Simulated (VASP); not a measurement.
Here is the system:

```
CELL_PARAMETERS angstrom
      1.91947    -3.32463     0.00000
      1.91947     3.32463     0.00000
      0.00000     0.00000     5.59332
ATOMIC_POSITIONS crystal
  Pt 0.00000 0.00000 0.00000
  Se 0.33333 0.66667 0.24153
  Se 0.66667 0.33333 0.75847
```

Level of theory: vdW-DF2, VASP's PBE PAW potentials (set 64) (plane waves; VASP 6.6.1). Settings: 520 eV cut-off, 7×7×4 Γ-centred mesh, Gaussian smearing of 0.050 eV, potentials Pt Se.

Problem. The ions and cell shape at fixed volume are relaxed. What does this cell relax into?

Solution. 
```
CELL_PARAMETERS angstrom
      1.93623    -3.35365     0.00000
      1.93623     3.35365     0.00000
      0.00000     0.00000     5.49694
ATOMIC_POSITIONS crystal
  Pt 0.00000 0.00000 0.00000
  Se 0.33333 0.66667 0.24763
  Se 0.66667 0.33333 0.75237
```
Space group P-3m1 (164), at a tolerance of 0.03 Å.

Problem. How much energy does the relaxation gain?

Solution. The energy (σ→0) changes by -3.9 meV/atom, in 6 ionic steps.

The compound is PtSe2 in the 1T layered structure. This cell is one point of a volume scan, at 0.97 of the reference volume. Symmetry was kept, so distortions that lower it aren't found.
